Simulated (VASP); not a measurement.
# A VASP study of Sc2GeO (PBE + D3): structure first, properties next

Wanted: the relaxed cell of Sc2GeO and its properties. The steps: rough relaxation of the start cell, relaxing cell and atoms (PBE + D3), second relaxation, density, ELF and potential (PBE + D3), band structure (PBE + D3), total and projected DOS (PBE + D3) and bands along the symmetry lines (HSE06). The cell is invented: it takes the structure of a Materials Project entry for Sc2CO (space group 166 there), with some of its atoms replaced by other elements, volume scaled by an estimate. It may not be a known or stable phase.

Main program and level: VASP 6.6.1; PBE with D3; plane waves and PAW (Ge_d, Sc_sv, O), in the first sound run; inputs show where later runs differ.

Report form: the programs' logs are mostly left out.

## 1. Starting point

Before any relaxation, the start is as follows. Symmetry: R-3m, No. 166, trigonal system. The conventional cell has a = 3.424 Å, b = 3.424 Å, c = 16.759 Å, α = 90.00°, β = 90.00°, γ = 120.00°. Nearest to Ge lie 6 Sc at 2.39 Å. Nearest to Sc lie 3 Ge at 2.39 Å and 3 O at 2.46 Å. Nearest to O lie 6 Sc at 2.46 Å. It derives from Sc2CO. It takes the structure of a Materials Project entry for Sc2CO (space group 166 there), with some of its atoms replaced by other elements, volume scaled by an estimate. Farther neighbours and most contacts between anions are not listed.

## 2. Rough relaxation of the start cell

The start is only an estimate, so a cheap relaxation brings it near a minimum before any careful run. PBE, the usual starting point, adds the gradient of the density. A dispersion term adds the long-range attraction that semilocal functionals lack. D3 makes the C6 coefficients depend on coordination; zero damping switches the term off at short range.

INCAR reads:

```
SYSTEM = Sc2GeO
PREC = Normal
ENCUT = 520
EDIFF = 1E-05
NELM = 60
ISMEAR = 0
SIGMA = 0.05
LREAL = .FALSE.
ALGO = Fast
GGA = PE
IVDW = 11
NBANDS = 27
LORBIT = 11
LWAVE = .FALSE.
LCHARG = .FALSE.
KPAR = 2
IBRION = 2
NSW = 40
ISIF = 3
EDIFFG = -0.04
```

POSCAR reads:

```
Sc2GeO
1.0
    1.7122140000      0.9885470000      5.5863950000
   -1.7122140000      0.9885470000      5.5863950000
    0.0000000000     -1.9770940000      5.5863950000
Ge Sc O
1 2 1
Direct
    0.5000000000      0.5000000000      0.5000000000
    0.2464140400      0.2464140400      0.2464140400
    0.7535859600      0.7535859600      0.7535859600
    0.0000000000      0.0000000000      0.0000000000
```

KPOINTS reads:

```
Automatic mesh
0
Gamma
6 6 6
0 0 0
```

The projector-augmented-wave data sets are Ge_d, Sc_sv and O (PBE family, release 64).

On the command line:

```console
$ mpirun -np 2 vasp_std
```

Run time: 17 min. Hardware: 2 MPI ranks of AMD EPYC 7R43, shared host; peak memory 0.46 GiB.

The run was stopped at its time limit, by a STOPCAR file.

By then 10 ionic steps had been finished.

The next step goes on from the cell that it reached.

## 3. Relaxing cell and atoms (PBE + D3)

Properties are meant for the cell that this level of theory prefers, so cell and atoms are relaxed first (ISIF = 3) until forces and stress are small; EDIFFG sets the threshold.

INCAR reads:

```
SYSTEM = Sc2GeO
PREC = Accurate
ENCUT = 520
EDIFF = 1E-06
NELM = 100
ISMEAR = 0
SIGMA = 0.05
LREAL = .FALSE.
ALGO = Normal
GGA = PE
IVDW = 11
NBANDS = 27
LORBIT = 11
LWAVE = .FALSE.
LCHARG = .FALSE.
KPAR = 2
IBRION = 2
NSW = 60
ISIF = 3
EDIFFG = -0.01
```

POSCAR reads:

```
Sc2GeO
1.0
    1.6235919585      0.9373810805      6.6562592193
   -1.6235919585      0.9373810805      6.6562592193
    0.0000000000     -1.8747621611      6.6562592193
Ge Sc O
1 2 1
Direct
    0.5000000000      0.5000000000      0.5000000000
    0.2746921925      0.2746921925      0.2746921925
    0.7253078075      0.7253078075      0.7253078075
    0.0000000000      0.0000000000      0.0000000000
```

KPOINTS reads:

```
Automatic mesh
0
Gamma
8 8 8
0 0 0
```

On the command line:

```console
$ mpirun -np 2 vasp_std
```

Elapsed: 23 min, on 2 MPI ranks; peak memory 0.87 GiB.

The run keeps the 12 symmetry operations of its start, so it cannot find a distortion of lower symmetry.

The steps of the relaxation:

```tsv
step	energy less that of the first step (eV)	largest force (eV/Å)	pressure (GPa)	volume (Å³)
1	0.0000	0.8183	-1.60	60.78
2	-0.0557	0.4445	0.53	59.45
3	-0.0649	0.2446	1.67	58.79
4	-0.0653	0.2049	1.88	58.64
5	-0.0707	0.0998	-1.21	59.90
6	-0.0732	0.0072	-0.11	59.44
7	-0.0732	0.0108	0.01	59.43
8	-0.0732	0.0094	-0.01	59.41
```

```tsv
conventional cell, symmetrised	before	after	change
a (Å)	3.247	3.223	-0.8 %
b (Å)	3.247	3.223	-0.8 %
c (Å)	19.969	19.816	-0.8 %
volume (Å³/atom)	15.20	14.85	-2.3 %
```

The atoms that moved most (Å, as changes of fractional coordinates times the final cell):

```tsv
atom	dx	dy	dz	length
Sc2	0.000	0.000	-0.078	0.078
Sc3	0.000	0.000	0.078	0.078
```

The relaxed structure:

```
Ge Sc O
1.0
     1.61137    0.93033    6.60542
    -1.61137    0.93033    6.60542
     0.00000   -1.86065    6.60542
Ge Sc O
1 2 1
Direct
  0.50000 0.50000 0.50000
  0.27074 0.27074 0.27074
  0.72926 0.72926 0.72926
  0.00000 0.00000 0.00000
```

This step gave:

```
electrons                              : 42
bands                                  : 27
irreducible k-points                   : 65
symmetry operations                    : 12
free energy (TOTEN)                    : -30.07 eV
energy at zero smearing                : -30.07 eV
Fermi energy                           : 7.121 eV
pressure                               : -0.01146 GPa
metallic, judged on the points sampled : yes
SCF cycles over all ionic steps        : 60
```

It ends with a largest force of 0.009 eV/Å and a pressure of -0.01 GPa.

## 4. Second relaxation

The basis stayed that of the start cell while the cell moved. A rerun from the cell reached resets it; the error of the finite cutoff stays.

INCAR is that of step 3.

POSCAR reads:

```
Sc2GeO
1.0
    1.6113715862      0.9303256492      6.6054151945
   -1.6113715862      0.9303256492      6.6054151945
    0.0000000000     -1.8606512985      6.6054151945
Ge Sc O
1 2 1
Direct
    0.5000000000      0.5000000000      0.5000000000
    0.2707362838      0.2707362838      0.2707362838
    0.7292637162      0.7292637162      0.7292637162
    0.0000000000      0.0000000000      0.0000000000
```

KPOINTS is that of step 3.

On the command line:

```console
$ mpirun -np 2 vasp_std
```

Elapsed: 6.2 min, on 2 MPI ranks; peak memory 0.86 GiB.

Little changed from the start: no atom moved by 0.005 Å and no cell edge by 0.1 %.

This step gave:

- Fermi energy: 7.128 eV
- pressure: 0.06319 GPa
- SCF cycles over all ionic steps: 21

It ends with a largest force of 0.006 eV/Å and a pressure of 0.06 GPa. The volume moved by only 0.06 %, so the volume is settled.

## 5. Density, ELF and potential (PBE + D3)

The relaxed cell gets a fresh self-consistent run, on a basis set for its own volume, to fix the density and to check the remaining stress.

Edit INCAR of step 4 so:

```diff
@@ -14,7 +14,5 @@
 LWAVE = .FALSE.
-LCHARG = .FALSE.
-KPAR = 2
-IBRION = 2
-NSW = 60
-ISIF = 3
-EDIFFG = -0.01
+LCHARG = .TRUE.
+ISIF = 2
+LELF = .TRUE.
+LVHAR = .TRUE.
```

POSCAR reads:

```
Sc2GeO
1.0
    1.6107926283      0.9299913879      6.6062620580
   -1.6107926283      0.9299913879      6.6062620580
    0.0000000000     -1.8599827759      6.6062620580
Ge Sc O
1 2 1
Direct
    0.5000000000      0.5000000000      0.5000000000
    0.2707130117      0.2707130117      0.2707130117
    0.7292869883      0.7292869883      0.7292869883
    0.0000000000      0.0000000000      0.0000000000
```

KPOINTS is that of step 4.

On the command line:

```console
$ mpirun -np 2 vasp_std
```

Wall time 4.2 min (2 MPI ranks); peak memory 0.59 GiB; 8.4 min of CPU time.

Numbers from this step:

```yaml
scf_cycles: 14
bands: 28
pressure: 0.01472 GPa
```

Valence electrons inside each PAW sphere by angular momentum. Sphere charges, by row:

```tsv
atom	s (e)	p (e)	d (e)	tot (e)
Ge1	1.172	1.223	10	12.4
Sc2	2.184	6.169	1.237	9.589
Sc3	2.184	6.169	1.237	9.589
O4	1.556	3.464	0	5.02
```

Valence density in the ac plane of the cell as run, not the conventional one, at fractional y = 0.000, with atoms of O within 0.2 Å of it. It is the smooth field of the valence electrons, not physical close to the nuclei.

Ten steps, logarithmic in the rise over the least value, from '_' (0.1 e/Å³) to '@' (6.9 e/Å³), each cell a mean:
```
@@@@##==..______........________..==##
##@@@@**==................________..==
==**%%##++--::::::..........________..
..--++****==::------::........________
__..::======--::==++==::........______
____..::------::--++++++--..........__
____..::--::::....--++**++--..........
......::--==::......--++**==::........
......::--++++--..__..--++++==::......
........::==**++--..__..--====--......
..........::++**++--......::----::..__
__..........::++**++--::::::::::::..__
______........::==++==--::--==--::..__
________........::--==--::--++++==--..
..________..........::--::::++**##**--
==..________................--**%%%%##
##==..________........______..==##@@@@
@@%%==..______..........______..==##@@
```
Columns run along a (6.9 Å), rows up along c (6.9 Å). Atoms in or near the plane, at fractional coordinates: O at (0.00, 0.00).

Electrostatic potential energy in the ac plane of the cell as run, not the conventional one, at fractional y = 0.000, with atoms of O within 0.2 Å of it. With pseudopotentials it is smooth inside the atoms' cores, unlike the true potential.

Ten even steps from '_' (-46 eV) to '@' (2 eV), each cell a mean:
```
____==%%@@@@@@@@@@@@@@@@@@@@@@@@@@@@==
==____++@@%%%%%%@@@@@@@@@@@@@@@@@@@@@@
@@**::--%%%%%%%%%%%%@@@@@@@@@@@@@@@@@@
@@@@%%##%%%%%%######%%@@@@@@@@@@@@@@@@
@@@@%%%%%%@@@@%%****##%%@@@@@@@@@@@@@@
@@@@%%%%%%@@@@%%##**++**%%@@@@@@@@@@@@
@@@@%%####%%@@@@%%##**++**%%@@@@@@@@@@
@@@@%%########%%@@%%##**++**%%@@@@@@@@
@@@@@@%%##****##%%%%%%##******%%@@@@@@
@@@@@@@@%%**++**##%%@@%%##****##%%@@@@
@@@@@@@@@@%%**++++##%%@@%%%%####%%@@@@
@@@@@@@@@@@@%%**++**##%%@@@@%%%%%%%%@@
@@@@@@@@@@@@@@%%******##%%@@@@%%%%%%@@
@@@@@@@@@@@@@@@@%%##**##%%@@%%%%%%@@@@
@@@@@@@@@@@@@@@@@@%%%%##%%%%%%**==##@@
@@@@@@@@@@@@@@@@@@@@@@%%%%%%@@##..__++
==%%@@@@@@@@@@@@@@@@@@@@@@%%@@@@++____
__--%%@@@@@@@@@@@@@@@@@@@@@@@@@@@@==__
```
Columns run along a (6.9 Å; values clipped at the 3rd and 97th percentile), rows up along c (6.9 Å). Atoms in or near the plane, at fractional coordinates: O at (0.00, 0.00).

ELF in the ac plane of the cell as run, not the conventional one, at fractional y = 0.000, with atoms of O within 0.2 Å of it. It is the smooth field of the valence electrons, not physical close to the nuclei.

Values, 10 rows by 16 columns, each cell a mean:
```
0.64 0.66 0.77 0.43 0.10 0.08 0.15 0.26 0.33 0.34 0.32 0.26 0.18 0.15 0.38 0.70
0.47 0.73 0.81 0.79 0.42 0.09 0.13 0.14 0.18 0.31 0.37 0.35 0.32 0.26 0.17 0.19
0.09 0.13 0.35 0.58 0.65 0.31 0.14 0.34 0.34 0.19 0.23 0.36 0.38 0.34 0.29 0.19
0.20 0.09 0.09 0.13 0.18 0.25 0.15 0.14 0.42 0.53 0.33 0.18 0.29 0.37 0.35 0.31
0.33 0.26 0.13 0.20 0.37 0.28 0.13 0.08 0.09 0.28 0.50 0.42 0.18 0.20 0.32 0.34
0.33 0.35 0.32 0.19 0.22 0.48 0.51 0.26 0.08 0.09 0.13 0.24 0.27 0.14 0.14 0.27
0.23 0.32 0.36 0.37 0.28 0.18 0.35 0.51 0.35 0.12 0.25 0.35 0.23 0.12 0.07 0.10
0.12 0.21 0.30 0.35 0.38 0.35 0.22 0.18 0.30 0.24 0.12 0.48 0.74 0.65 0.41 0.16
0.47 0.20 0.18 0.26 0.32 0.35 0.36 0.30 0.17 0.11 0.09 0.13 0.56 0.81 0.77 0.73
0.64 0.69 0.33 0.13 0.17 0.26 0.32 0.34 0.33 0.26 0.16 0.09 0.15 0.53 0.76 0.57
```
Columns run along a (6.9 Å), rows up along c (6.9 Å). Atoms in or near the plane, at fractional coordinates: O at (0.00, 0.00).

In this run the pressure is 0.01 GPa, small enough to go on; single stress components reach 0.06 GPa.

## 6. Band structure (PBE + D3)

Levels along the symmetry lines show where the bands peak and cross; KPOINTS_OPT computes them in the converged potential.

INCAR reads:

```
SYSTEM = Sc2GeO
PREC = Accurate
ENCUT = 520
EDIFF = 1E-06
NELM = 100
ISMEAR = 0
SIGMA = 0.05
LREAL = .FALSE.
ALGO = Normal
GGA = PE
IVDW = 11
NBANDS = 35
LORBIT = 11
LWAVE = .FALSE.
LCHARG = .FALSE.
KPAR = 2
```

POSCAR is that of step 5.

KPOINTS is that of step 5.

KPOINTS_OPT reads:

```
Line mode
16
Line-mode
Reciprocal
  0.00000000   0.00000000   0.00000000 GAMMA
  0.50000000   0.00000000   0.00000000 L

  0.50000000   0.00000000   0.00000000 L
  0.50000000   0.17987826  -0.17987826 B1

  0.82012174   0.50000000   0.17987826 B
  0.50000000   0.50000000   0.50000000 Z

  0.50000000   0.50000000   0.50000000 Z
  0.00000000   0.00000000   0.00000000 GAMMA

  0.00000000   0.00000000   0.00000000 GAMMA
  0.33993913   0.00000000  -0.33993913 X

  0.66006087   0.33993913   0.00000000 Q
  0.50000000   0.50000000   0.00000000 F

  0.50000000   0.50000000   0.00000000 F
  0.66006087   0.66006087   0.17987826 P1

  0.66006087   0.66006087   0.17987826 P1
  0.50000000   0.50000000   0.50000000 Z

  0.50000000   0.00000000   0.00000000 L
  0.82012174   0.33993913   0.33993913 P
```

On the command line:

```console
$ mpirun -np 2 vasp_std
```

It took 10 min on 2 MPI ranks; peak memory 0.83 GiB; 21 min of CPU time.

Spin-orbit coupling is off here; it would split degenerate levels.

This step gave:

* SCF cycles: 13
* bands: 35
* pressure: 0.01576 GPa

The electronic bands at the labelled points (eV, zero at the Fermi level; # counts the bands kept in this run):

```tsv
point	#4	#5	#6	#7	#8	#9	#10	#11
Γ	-6.14	-2.91	-0.55	0.84	0.84	1.14	1.69	1.88
0.47 of the way	-6.18	-2.98	-0.96	-0.50	0.74	0.92	1.16	2.06
L	-6.26	-4.69	-2.53	-1.06	0.56	0.73	1.66	2.50
0.47 of the way	-6.36	-4.33	-2.41	-1.29	-0.48	1.01	1.83	2.04
B1	-6.33	-3.43	-3.18	-2.33	0.44	0.84	1.47	1.58
jump to B	-6.33	-3.43	-3.18	-2.33	0.44	0.84	1.47	1.58
0.53 of the way	-6.22	-3.09	-1.55	-0.31	0.50	1.30	1.43	1.51
Z	-6.14	-4.30	0.55	0.69	0.78	0.78	1.57	1.57
0.47 of the way	-6.14	-3.74	0.11	0.81	0.81	0.92	1.63	1.63
Γ	-6.14	-2.91	-0.55	0.84	0.84	1.14	1.69	1.88
0.47 of the way	-6.29	-2.96	-1.37	-0.54	0.35	0.54	1.30	2.29
X	-6.33	-3.35	-3.28	-2.32	0.44	0.97	1.15	1.77
jump to Q	-6.33	-3.35	-3.28	-2.32	0.44	0.97	1.15	1.77
0.47 of the way	-6.39	-4.13	-2.30	-1.91	0.12	1.17	1.40	2.14
F	-6.27	-4.43	-2.21	-1.65	0.89	1.37	1.48	2.48
0.47 of the way	-6.27	-4.44	-2.23	-1.63	0.89	1.29	1.54	2.47
P1	-6.26	-4.46	-2.28	-1.53	0.88	1.14	1.63	2.43
0.53 of the way	-6.18	-3.27	-1.31	-0.23	1.21	1.28	1.49	1.50
Z	-6.14	-4.30	0.55	0.69	0.78	0.78	1.57	1.57
jump to L	-6.26	-4.69	-2.53	-1.06	0.56	0.73	1.66	2.50
0.53 of the way	-6.26	-4.60	-2.44	-1.24	0.77	0.78	1.67	2.47
P	-6.26	-4.46	-2.28	-1.53	0.88	1.14	1.63	2.43
```

Of the projections kept (Ge, Sc, O), the largest for each band there, as a share of the weight inside these atoms' spheres; weight between the spheres isn't counted:

```tsv
point	#4	#5	#6	#7	#8	#9	#10	#11
Γ	O 0.80	Ge 0.45	Sc 0.88	Sc 0.99	Sc 0.99	Sc 0.81	Sc 0.86	Sc 0.98
L	O 0.79	Ge 0.70	Sc 0.60	Sc 0.92	Sc 0.73	Sc 0.62	Sc 0.90	Sc 0.92
B1	O 0.79	Ge 0.63	Ge 0.58	Sc 0.59	Sc 0.87	Sc 0.89	Sc 0.82	Sc 0.91
B	O 0.79	Ge 0.63	Ge 0.58	Sc 0.59	Sc 0.87	Sc 0.89	Sc 0.82	Sc 0.91
Z	O 0.80	Sc 0.47	Sc 0.66	Sc 0.98	Sc 0.96	Sc 0.96	Sc 0.93	Sc 0.93
Γ	O 0.80	Ge 0.45	Sc 0.88	Sc 0.99	Sc 0.99	Sc 0.81	Sc 0.86	Sc 0.98
```

There is no gap at this level.

## 7. Total and projected DOS (PBE + D3)

Here the states are counted by energy and projected on the atoms. The mesh is finer than in the run before.

Edit INCAR of step 6 so:

```diff
@@ -5,3 +5,3 @@
 NELM = 100
-ISMEAR = 0
+ISMEAR = -5
 SIGMA = 0.05
@@ -16 +16,2 @@
 KPAR = 2
+NEDOS = 2001
```

POSCAR is that of step 6.

KPOINTS reads:

```
Automatic mesh
0
Gamma
12 12 12
0 0 0
```

On the command line:

```console
$ mpirun -np 2 vasp_std
```

It took 13 min on 2 MPI ranks; peak memory 1.2 GiB.

Force components of up to 0.08 eV/Å appear here. Mesh or smearing differ from those of the relaxation, so its positions hold an error of that kind, and the forces of a metal with tetrahedra are inexact too. With tetrahedra the forces and stress of a metal are not exact derivatives of the energy.

This step gave:

```yaml
irreducible_k_points: 189
fermi_energy: 7.133 eV
pressure: -0.02310 GPa
dos_at_the_fermi_level_one_point_of_the_energy_grid: 2.832 states/eV/cell
```

The density of states has structure finer than the step of the table below, so its rows give means over 0.5 eV, whole bins alone (the curve runs from -12.0 to 1.99 eV). Peaks (eV: height): total -6.63: 6.87, -6.43: 11.1, -6.36: 13.6, 1.45: 9.47; Sc d -6.36: 1.41, -2.54: 1.02, 0.87: 3.03, 1.45: 6.22; Ge p -3.05: 0.743, -2.54: 1.12, -2.31: 0.814, 0.81: 0.400; O p -7.14: 2.94, -6.43: 6.32, -6.36: 7.89; Ge s -8.02: 0.841, -7.68: 0.434.

States under -12.0 eV and over 2.0 eV are left out. Density of states against energy, zero at the Fermi level; means over each step; values in states/eV/cell:

```tsv
energy (eV)	total	Sc d	Ge p	O p	Ge s
-11.5	0	0	0	0	0
-11.0	0.143	4.8e-4	4.0e-4	8.5e-4	0.0708
-10.5	0.456	0.00390	0.00432	0.00295	0.224
-10.0	0.471	0.00748	0.00849	0.00416	0.230
-9.5	0.498	0.0118	0.0116	0.00627	0.244
-9.0	0.543	0.0174	0.0136	0.00997	0.269
-8.5	0.654	0.0269	0.0137	0.0174	0.333
-8.0	0.894	0.0451	0.0105	0.0274	0.482
-7.5	1.19	0.0823	0.00736	0.407	0.210
-7.0	3.22	0.247	0.0183	1.57	0.0645
-6.5	6.77	0.699	0.0109	3.85	0.0535
-6.0	1.72	0.226	0.00117	1.05	0.00161
-5.5	0	0	0	0	0
-5.0	0	0	0	0	0
-4.5	0.310	0.0243	0.0930	0.00657	0.00426
-4.0	0.849	0.0758	0.242	0.0203	0.0172
-3.5	1.19	0.123	0.315	0.0406	0.0276
-3.0	1.73	0.231	0.435	0.0893	0.0226
-2.5	2.57	0.568	0.641	0.0391	0.0255
-2.0	0.807	0.221	0.180	0.0101	0.0179
-1.5	1.24	0.541	0.161	0.0118	0.0131
-1.0	1.39	0.724	0.131	0.0182	0.00862
-0.5	1.10	0.608	0.0744	0.0238	0.00567
0.0	2.14	1.16	0.181	0.0761	0.0229
0.5	2.28	1.30	0.216	0.0664	0.0184
1.0	4.12	2.45	0.288	0.156	0.0197
1.5	5.08	3.32	0.131	0.183	0.0450
```

Force by atom:

```tsv
atom	x (eV/Å)	y (eV/Å)	z (eV/Å)	size
Ge1	0.0000	0.0000	0.0000	0.0000
Sc2	0.0000	0.0000	0.0831	0.0831
Sc3	0.0000	0.0000	-0.0831	0.0831
O4	0.0000	0.0000	0.0000	0.0000
```

The finer mesh and the other smearing move the Fermi level by +0.01 eV from the 8×8×8 run, a small shift, which tests the Fermi level alone. Of the states within 0.3 eV of the Fermi level, the largest shares in the PAW spheres are Sc d 55 % and Ge p 8 %. The rest lies in smaller channels or between the spheres.

## 8. Starting orbitals for the hybrid

This step: PBE; plane waves and PAW (Ge_d, Sc_sv, O); invented cell (VASP 6.6.1).

A hybrid converges badly from random orbitals, so a cheap semilocal run writes a WAVECAR on the same mesh first.

INCAR reads:

```
SYSTEM = Sc2GeO
PREC = Accurate
ENCUT = 520
EDIFF = 1E-05
NELM = 100
ISMEAR = 0
SIGMA = 0.05
LREAL = .FALSE.
ALGO = Normal
GGA = PE
NBANDS = 27
LORBIT = 11
LWAVE = .TRUE.
LCHARG = .FALSE.
KPAR = 2
```

POSCAR is that of step 7.

KPOINTS reads:

```
Automatic mesh
0
Gamma
5 5 5
0 0 0
```

On the command line:

```console
$ mpirun -np 2 vasp_std
```

Run time: 77 s. Hardware: 2 MPI ranks; peak memory 0.71 GiB.

The k-mesh is coarse for a metal. At this level the cell is under a pressure of 4.2 GPa, so at these settings it is away from equilibrium.

Numbers from this step:

| Property | Result |
| --- | --- |
| SCF cycles | 12 |
| bands | 27 |
| irreducible k-points | 19 |
| free energy (TOTEN) | -28.91 eV |
| energy at zero smearing | -28.90 eV |
| Fermi energy | 7.087 eV |
| pressure | 4.211 GPa |

## 9. Bands along the symmetry lines (HSE06)

This step: HSE06; plane waves and PAW (Ge_d, Sc_sv, O); invented cell (VASP 6.6.1).

HSE06 mixes in a quarter of exact exchange at short range, at far higher cost; in semiconductors this cures much of the gap error, while metals seldom gain.

INCAR reads:

```
SYSTEM = Sc2GeO
PREC = Accurate
ENCUT = 520
EDIFF = 1E-06
NELM = 100
ISMEAR = 0
SIGMA = 0.05
LREAL = .FALSE.
ALGO = Normal
LHFCALC = .TRUE.
AEXX = 0.25
GGA = PE
HFSCREEN = 0.2
LASPH = .TRUE.
NBANDS = 27
PRECFOCK = Fast
LORBIT = 11
LWAVE = .FALSE.
LCHARG = .FALSE.
KPAR = 2
```

POSCAR is that of step 8.

KPOINTS is that of step 8.

Edit KPOINTS_OPT of step 6 so:

```diff
@@ -1,3 +1,3 @@
 Line mode
-16
+6
 Line-mode
```

The run starts from files that an earlier step left in the folder.

On the command line:

```console
$ mpirun -np 2 vasp_std
```

It took 10 min on 2 MPI ranks.

The run was cut off at its time limit.

More ranks or a longer limit might have been enough; this was not tried.

## 10. Outcome

| Property | Result |
| --- | --- |
| relaxed volume | 14.84 Å³/atom |
| relaxed conventional cell a, b, c | 3.222, 3.222, 19.819 Å; angles 90.0, 90.0, 120.0° |
| space group after relaxing, within 0.02 Å | R-3m (No. 166) |
| band gap | none, a metal |
| DOS at the Fermi level | 2.83 states/eV/cell |

What this shows: With PBE + D3, Sc2GeO relaxes to 14.84 Å³/atom in space group R-3m (held by the symmetry of the run) and comes out as a metal. Not obtained: bands along the symmetry lines (HSE06), because the run hit its time limit. Band structure (PBE + D3): Of the bands kept, 3 cross the Fermi level on this path. Spin-orbit coupling is left out; it would split some degenerate bands. No search among competing phases was made. All values are for a static lattice at zero temperature.

[Lines on the potential files, build, host, timing and source positions are cut from VASP's logs without a mark.]

[Logs are printed without paths, hosts, clocks, repeated set-up lines and the standing remarks that a program may print on its own settings, such as how far it seeks lower states.]

[Hosts, paths, dates, database ids (printed as entryN), source tags and the programs' standing remarks are cut or masked in the printed files.]

[A measured line is paired with the nearest computed mode of its activity, which favours agreement.]

[In band tables of VASP the shares of atoms and orbitals are scaled to a sum of 1 inside the atoms' spheres.]
